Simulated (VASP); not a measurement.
Level of theory: r2SCAN meta-GGA, VASP's PBE PAW potentials (set 64) (plane waves; VASP 6.6.1).

Input for VASP

### KPOINTS
```
Automatic mesh
0
Gamma
7 7 4
0 0 0
```

### INCAR
```
LCHARG = .FALSE.
ALGO = Normal
ISMEAR = -5
LORBIT = 11
LEFG = .TRUE.
LMAXMIX = 4   # l cut-off of mixed one-centre charges
NEDOS = 601   # DOS grid
EDIFF = 1E-7   # SCF stop (eV)
PREC = Accurate
LWAVE = .FALSE.
NELM = 100   # most electronic steps
SYSTEM = TlF
METAGGA = R2SCAN
ISIF = 2   # forces and stress, cell fixed
LREAL = .FALSE.
ENCUT = 520   # plane-wave cut-off (eV)
LASPH = .TRUE.
LMIXTAU = .TRUE.
```

KPOINTS_OPT:
```
k-points along high-symmetry lines
6
Line-mode
Reciprocal
  0.000000   0.000000   0.000000 ! GAMMA
  0.500000  -0.000000   0.000000 ! M

  0.500000  -0.000000   0.000000 ! M
  0.333333   0.333333   0.000000 ! K

  0.333333   0.333333   0.000000 ! K
  0.000000   0.000000   0.000000 ! GAMMA

  0.000000   0.000000   0.000000 ! GAMMA
  0.000000   0.000000   0.500000 ! A

  0.000000   0.000000   0.500000 ! A
  0.500000  -0.000000   0.500000 ! L

  0.500000  -0.000000   0.500000 ! L
  0.333333   0.333333   0.500000 ! H

  0.333333   0.333333   0.500000 ! H
  0.000000   0.000000   0.500000 ! A

  0.500000  -0.000000   0.500000 ! L
  0.500000  -0.000000   0.000000 ! M

  0.333333   0.333333   0.500000 ! H
  0.333333   0.333333   0.000000 ! K
```

**POSCAR**
```
TlF
1
    4.2480003068     0.0000000000     0.0000000000
   -2.1240001535     3.6788754784     0.0000000000
    0.0000000000     0.0000000000     6.9963339006
Tl F
2 2
Direct
  0.3333330000   0.6666670000   0.0008695909
  0.6666670000   0.3333330000   0.5008695909
  0.3333330000   0.6666670000   0.3741304091
  0.6666670000   0.3333330000   0.8741304091
```

POTCAR, in this order: Tl_d F (PBE.64 set). Program: vasp_std.

What will the output report for the number of irreducible k-points (NKPTS), number of bands (NBANDS), largest plane-wave count, number of space-group operations, FFT grid (NGX, NGY, NGZ)?

The number of irreducible k-points (NKPTS) comes out as 24 and the number of bands (NBANDS) is 24. The largest plane-wave count is 2966, the number of space-group operations comes out as 12 and the FFT grid (NGX, NGY, NGZ) comes out as 32 × 32 × 54.

The structure was generated: TlF was put into the wurtzite type (P6_3mc), which need not be its known phase. It was relaxed first, which changed the volume by +115 %.
